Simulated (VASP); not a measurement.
Computed with AM05 GGA, VASP's PBE PAW potentials (set 64) (plane waves; VASP).

The input files of a VASP run:

File KPOINTS:
```
Automatic
0
Gamma
 8 8 8
```

File POSCAR:
```
Si
3.8056570
  0.0000000000   0.7071068418   0.7071068418
  0.7071068418   0.0000000000   0.7071068418
  0.7071068418   0.7071068418   0.0000000000
Si
2
Cartesian
  0.0000000000   0.0000000000   0.0000000000
  0.3535534209   0.3535534209   0.3535534209
```

INCAR:
```
ALGO = Normal
EDIFF = 1E-7
ENCUT = 520
GGA = AM
ISIF = 2
ISMEAR = 0
LASPH = .True.
LCHARG = .False.
LREAL = .False.
LWAVE = .False.
NELM = 100
PREC = Accurate
SIGMA = 0.05
SYSTEM = Si
```

POTCAR, in this order: Si (PBE.64 set). Program: vasp_std.

Q: What will the output report for the number of irreducible k-points (NKPTS), largest plane-wave count, number of space-group operations, FFT grid (NGX, NGY, NGZ)?

A: 
- number of irreducible k-points (NKPTS) = 29
- largest plane-wave count = 1067
- number of space-group operations = 48
- FFT grid (NGX, NGY, NGZ) = 28 × 28 × 28

The compound is Si in the diamond structure. This cell is one point of a volume scan, at 0.97 of the reference volume.
